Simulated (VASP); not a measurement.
**OsH2: changing spin-orbit coupling**

The cell as given:

```
H Os
1.0
     2.49177    0.00000    0.00000
     0.00000    2.49177    0.00000
     0.00000    0.00000    4.60226
H Os
2 1
Direct
  0.50000 0.50000 0.39504
  0.50000 0.50000 0.60496
  0.50000 0.50000 0.00000
```

The cell comes from a database or a generator and needn't be the stable form of this composition.

Kept alike: task relaxation of cell and atoms; functional PBE; k mesh 8 × 8 × 5; occupations fermi-dirac, width 0.05 eV. Program: VASP, PBE PAW files H, Os, 600 eV. The mesh is that of the run's cell of 3 atoms.

| spin-orbit coupling | volume (Å³/atom) | first edge of the run's cell (Å) |
| --- | --- | --- |
| off | 9.534 | 2.488 |
| on | 9.558 | 2.491 |

The relaxations keep at least the cell's symmetry (P4/mmm). Relaxations stop with a little pressure left, so the last digits of a volume or edge aren't settled.

Task: What does spin-orbit coupling change here?

Result: The volume runs from 9.534 (off) to 9.558 Å³/atom (on). The first edge of the run's cell runs from 2.488 (off) to 2.491 Å (on).
